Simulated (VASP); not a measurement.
# ReP2: single point with PBE

ReP2:

```
Re P
1.0
     0.00000    2.87279    2.87279
     2.87279    0.00000    2.87279
     2.87279    2.87279    0.00000
Re P
1 2
Direct
  0.00000 0.00000 0.00000
  0.25000 0.25000 0.25000
  0.75000 0.75000 0.75000
```

The cell comes from a database or a generator and needn't be the stable form of this composition.

The cell isn't the ideal one: cell and atoms relaxed from a first guess.

| Property | Result |
| --- | --- |
| Program | VASP 6.6.1 |
| Task | single point |
| Functional | PBE |
| Potentials or basis | VASP PAW PBE potentials, release 64 (Re, P) |
| Cutoff | 520 eV |
| k mesh | 11 × 11 × 11 |
| Occupations | fermi-dirac, width 0.03 eV |
| Spin | no spin polarisation |
| Dipole correction | no |
| Further INCAR settings | ALGO = Normal; EDIFF = 1e-07; NBANDS = 16 |

```yaml
Pressure: 0.5 GPa
Band_gap_on_the_k_mesh: none (metal or under the smearing width)
```

Levels at points of the mesh, in eV from the Fermi level:
| k point | band 6 | band 7 | band 8 | band 9 | band 10 | band 11 |
| --- | --- | --- | --- | --- | --- | --- |
| (0.00, 0.00, 0.00) | -1.54 | -1.54 | 1.66 | 1.66 | 1.66 | 4.37 |

It took 24 s on 1 thread of Intel(R) Xeon(R) Platinum 8559C (Emerald Rapids), with other jobs on the host, peak memory 0.19 GiB.

Spin-orbit coupling is left out, which matters for the levels of Re.
